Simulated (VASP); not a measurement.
Al2SiF2:

```
Al Si F
1.0
     3.50000    0.00000    0.00000
    -1.75000    3.03109    0.00000
     0.00000    0.00000   13.20000
Al Si F
4 2 4
Direct
  0.00000 0.00000 0.37000
  0.00000 0.00000 0.13000
  0.00000 0.00000 0.87000
  0.00000 0.00000 0.63000
  0.33333 0.66667 0.25000
  0.66667 0.33333 0.75000
  0.66667 0.33333 0.43300
  0.66667 0.33333 0.06700
  0.33333 0.66667 0.93300
  0.33333 0.66667 0.56700
```

The cell was built by a generator and needn't be a form met in nature.

| Quantity | Value |
| --- | --- |
| Program | VASP 6.6.1 |
| Task | relaxation of cell and atoms |
| Functional | PBE |
| Potentials or basis | VASP PAW PBE potentials, release 64 (Al, Si, F) |
| Cutoff | 520 eV |
| k mesh | 5 × 5 × 1 |
| Occupations | gaussian, width 0.15 eV |
| Spin | no spin polarisation |

At the start: pressure 1.7 GPa; volume 14.00 Å³/atom.

**Question.** How do energy, volume and symmetry change on relaxing?

**Answer.** Over 17 steps the energy falls by 175.5 meV/atom and the volume is 13.13 Å³/atom (-6.2 %); space group P6_3/mmc (No. 194, to 0.05 Å).

The path:
```tsv
step	energy change (eV)	largest force (eV/Å)	pressure (GPa)	volume (Å³)
1	0.0000	0.5448	1.67	140.04
2	-0.4840	0.2763	-0.32	142.88
3	-0.8409	1.0776	-8.31	150.02
4	-0.9669	0.5208	-5.05	147.24
5	-1.2836	0.5292	-3.51	141.37
6	-1.4497	0.5323	-1.99	136.03
7	-1.6435	0.5241	2.82	125.13
8	-1.6480	0.5242	1.08	128.49
9	-1.6568	0.5133	1.77	126.85
10	-1.7213	0.2069	0.45	127.53
11	-1.7222	0.2230	0.60	127.46
12	-1.7388	0.1412	0.42	128.43
13	-1.7489	0.1062	0.37	129.48
14	-1.7409	0.1495	-0.08	131.59
15	-1.7504	0.1178	0.35	130.04
16	-1.7504	0.1243	0.21	130.31
17	-1.7548	0.0441	-0.46	131.29
```

Final structure:
```
Al Si F
1.0
     3.05257    0.00000    0.00000
    -1.52628    2.64360    0.00000
     0.00000    0.00000   16.26884
Al Si F
4 2 4
Direct
  0.00000 0.00000 0.36312
  0.00000 0.00000 0.13688
  0.00000 0.00000 0.86312
  0.00000 0.00000 0.63688
  0.33333 0.66667 0.25000
  0.66667 0.33333 0.75000
  0.66667 0.33333 0.43364
  0.66667 0.33333 0.06636
  0.33333 0.66667 0.93364
  0.33333 0.66667 0.56636
```

Caveat: the k mesh is coarse (spacing up to 0.48 Å⁻¹), so the values aren't converged.
